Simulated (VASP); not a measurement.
Given:

```
SnTe
1.0
    0.00000     3.05308     3.05308
    3.05308     0.00000     3.05308
    3.05308     3.05308     0.00000
Sn Te
1 1
Direct
  0.00000   0.00000   0.00000
  0.50000   0.50000   0.50000
```

The numbers are results of PBEsol GGA, VASP's PBE PAW potentials (set 64) (plane waves; VASP), not measurements. Numerical set-up: 500 eV cut-off, 8×8×8 Γ-centred mesh, Gaussian smearing of 0.050 eV, potentials Sn_d Te.

Energy and stress use the plane-wave basis of the starting cell.

### Question
The ions, cell shape and volume at an external pressure of 10.0 GPa are relaxed. What does this cell relax into?

### Answer

```
SnTe
1.0
    0.00000     2.99051     2.99051
    2.99051     0.00000     2.99051
    2.99051     2.99051     0.00000
Sn Te
1 1
Direct
  0.00000   0.00000   0.00000
  0.50000   0.50000   0.50000
```
Space group Fm-3m (225), at a tolerance of 0.03 Å.

### Question
How do energy and volume change from the first to the last step?

### Answer
The energy (σ→0) changes by +80.0 meV/atom and the volume by -6.0 %, in 3 ionic steps.

The structure was generated: SnTe was put into the rock salt type (Fm-3m), which need not be its known phase. This run relaxes it under an external pressure of 10 GPa. Symmetry was kept, so distortions that lower it aren't found.
